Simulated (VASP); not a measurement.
OSZICAR of a VASP run on ZnO (wurtzite):

File OSZICAR:
```
       N       E                     dE             d eps       ncg     rms          rms(c)
DAV:   1     0.280119048548E+03    0.28012E+03   -0.18087E+04  1064   0.225E+03
DAV:   2     0.772774860463E+01   -0.27239E+03   -0.26083E+03  1158   0.425E+02
DAV:   3    -0.205965852281E+02   -0.28324E+02   -0.28146E+02  1230   0.149E+02
DAV:   4    -0.210998960081E+02   -0.50331E+00   -0.50290E+00  1146   0.214E+01
DAV:   5    -0.211038001316E+02   -0.39041E-02   -0.39039E-02  1236   0.178E+00    0.143E+01
DAV:   6    -0.177298295145E+02    0.33740E+01   -0.12070E+01  1832   0.738E+01    0.867E+00
DAV:   7    -0.178974407158E+02   -0.16761E+00   -0.26687E+00  1144   0.196E+01    0.521E+00
DAV:   8    -0.179232831866E+02   -0.25842E-01   -0.85136E-01  1596   0.918E+00    0.183E+00
DAV:   9    -0.178574132374E+02    0.65870E-01   -0.19260E-01  1626   0.794E+00    0.350E-01
DAV:  10    -0.178612092197E+02   -0.37960E-02   -0.58364E-02  1092   0.176E+00    0.148E-01
DAV:  11    -0.178612061133E+02    0.31064E-05   -0.15268E-03  1536   0.500E-01    0.350E-02
DAV:  12    -0.178612644657E+02   -0.58352E-04   -0.14833E-04  1386   0.225E-01    0.345E-02
DAV:  13    -0.178612585418E+02    0.59239E-05   -0.38211E-05  1364   0.128E-01    0.126E-02
DAV:  14    -0.178612588211E+02   -0.27936E-06   -0.14258E-05  1158   0.438E-02    0.502E-03
DAV:  15    -0.178612582074E+02    0.61374E-06   -0.15992E-06   756   0.151E-02
   1 F= -.17861258E+02 E0= -.17861258E+02  d E =-.178613E+02
       N       E                     dE             d eps       ncg     rms          rms(c)
DAV:   1    -0.178624693380E+02   -0.12105E-02   -0.47466E-02  1140   0.255E+00    0.238E-01
DAV:   2    -0.178616849720E+02    0.78437E-03   -0.39362E-03  1418   0.112E+00    0.105E-01
DAV:   3    -0.178615282212E+02    0.15675E-03   -0.11099E-04  1454   0.239E-01    0.560E-02
DAV:   4    -0.178614762191E+02    0.52002E-04   -0.94729E-05  1478   0.128E-01    0.826E-03
DAV:   5    -0.178614768194E+02   -0.60029E-06   -0.15816E-05  1080   0.426E-02    0.400E-03
DAV:   6    -0.178614770275E+02   -0.20805E-06   -0.50225E-07   546   0.266E-02
   2 F= -.17861477E+02 E0= -.17861477E+02  d E =-.218820E-03
       N       E                     dE             d eps       ncg     rms          rms(c)
DAV:   1    -0.178622128641E+02   -0.73604E-03   -0.31174E-02  1140   0.207E+00    0.192E-01
DAV:   2    -0.178617024615E+02    0.51040E-03   -0.25677E-03  1418   0.904E-01    0.850E-02
DAV:   3    -0.178615990515E+02    0.10341E-03   -0.72554E-05  1454   0.194E-01    0.455E-02
DAV:   4    -0.178615646787E+02    0.34373E-04   -0.62399E-05  1472   0.104E-01    0.670E-03
DAV:   5    -0.178615650782E+02   -0.39952E-06   -0.10423E-05  1086   0.346E-02    0.326E-03
DAV:   6    -0.178615652479E+02   -0.16972E-06   -0.34047E-07   546   0.219E-02
   3 F= -.17861565E+02 E0= -.17861565E+02  d E =-.307041E-03
       N       E                     dE             d eps       ncg     rms          rms(c)
DAV:   1    -0.178621921322E+02   -0.62705E-03   -0.40356E-02  1064   0.210E+00    0.171E-01
DAV:   2    -0.178618237634E+02    0.36837E-03   -0.23401E-03  1444   0.809E-01    0.765E-02
DAV:   3    -0.178617455002E+02    0.78263E-04   -0.61197E-05  1514   0.184E-01    0.421E-02
DAV:   4    -0.178617190082E+02    0.26492E-04   -0.47294E-05  1330   0.869E-02    0.592E-03
DAV:   5    -0.178617193575E+02   -0.34928E-06   -0.81667E-06  1092   0.309E-02
   4 F= -.17861719E+02 E0= -.17861719E+02  d E =-.154110E-03
```

Q: Which electronic solver shows in the log?

A: It is blocked Davidson (ALGO = Normal, or the opening steps of other solvers). The INCAR had ALGO = Normal.

Q: Can the final energy be trusted as converged?

A: The run converged. It stopped with EDIFF = 1E-6, NELM = 100, NSW = 60 and EDIFFG = -0.02 after 4 ionic steps (PBE GGA, plane waves, VASP's PBE PAW potentials (set 64)).

The compound is ZnO in the wurtzite structure. This run relaxes it. Symmetry was kept, so distortions that lower it aren't found. The start is the result of an earlier pass.
